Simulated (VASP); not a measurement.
HfO2 (fluorite), at 1.04 of the tabulated volume:

```xyz
3
Lattice="0.0000 2.5734 2.5734 2.5734 0.0000 2.5734 2.5734 2.5734 0.0000" Properties=species:S:1:pos:R:3 pbc="T T T"
Hf     0.0000     0.0000     0.0000
O      1.2867     1.2867     1.2867
O      3.8601     3.8601     3.8601
```

The lowest empty band near X, direction across the valley's axis, from PBE with spin-orbit coupling in VASP (PAW); its two spin partners are averaged. The gap over the points computed is 3.66 eV, and the next band on that side lies 1.50 eV away at the edge.

Settings: 520 eV cut-off, 8×8×8 Γ-centred mesh, Gaussian smearing of 0.050 eV, potentials Hf_pv O.

```json
[
 {"distance from the edge in k (1/Å)": "0.025", "distance in energy (meV)": "3.1"},
 {"distance from the edge in k (1/Å)": "0.035", "distance in energy (meV)": "6.1"},
 {"distance from the edge in k (1/Å)": "0.050", "distance in energy (meV)": "12.5"},
 {"distance from the edge in k (1/Å)": "0.070", "distance in energy (meV)": "24.3"}
]
```

Fit E(1 + αE) = ħ²k²/2m* (ħ²/2m0 = 3.810 eV Å²) and predict the row at 0.095 1/Å.

The rows don't resolve α, so a parabola serves: the electron mass is m* = 0.767 m0, and so 44.8 meV. The run gave 44.5 meV, -0.3 meV from the fit.

Left out are points under 3 meV from the edge, since the levels carry 0.1 meV, and points farther than half the way to the next band.

The compound is HfO2 in the fluorite structure, the high-temperature cubic form, which is unstable at 0 K; the monoclinic form is the stable one. The cell was not relaxed at this level.
